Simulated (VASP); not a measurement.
Input:

```
CELL_PARAMETERS angstrom
      0.00000     2.39724     2.39724
      2.39724     0.00000     2.39724
      2.39724     2.39724     0.00000
ATOMIC_POSITIONS crystal
  Ca 0.00000 0.00000 0.00000
  O  0.50000 0.50000 0.50000
```

The numbers are results of r2SCAN+rVV10, VASP's PBE PAW potentials (set 64) (plane waves; VASP 6.6.1), not measurements. Run with 520 eV cut-off, 11×11×11 Γ-centred mesh, tetrahedra with Blöchl corrections, potentials Ca_sv O.

**Question.** Give the energies of bands 6 to 11 at the high-symmetry points, in eV from the valence-band maximum.

**Answer.** 
```json
[
 {"band": "6", "Γ": "0.00", "X": "-1.30", "U": "-1.33", "L": "-2.64", "W": "-1.30"},
 {"band": "7", "Γ": "0.00", "X": "-0.37", "U": "-1.21", "L": "-1.22", "W": "-1.05"},
 {"band": "8", "Γ": "0.00", "X": "-0.37", "U": "-0.79", "L": "-1.22", "W": "-1.05"},
 {"band": "9", "Γ": "5.43", "X": "4.15", "U": "5.70", "L": "7.72", "W": "6.93"},
 {"band": "10", "Γ": "6.87", "X": "8.82", "U": "8.70", "L": "9.10", "W": "6.93"},
 {"band": "11", "Γ": "6.87", "X": "9.70", "U": "9.35", "L": "9.10", "W": "9.17"}
]
```

The gap is indirect, 4.15 eV, from the valence maximum at Γ to the conduction minimum at X.

The compound is CaO in the rock salt structure. It was relaxed first.
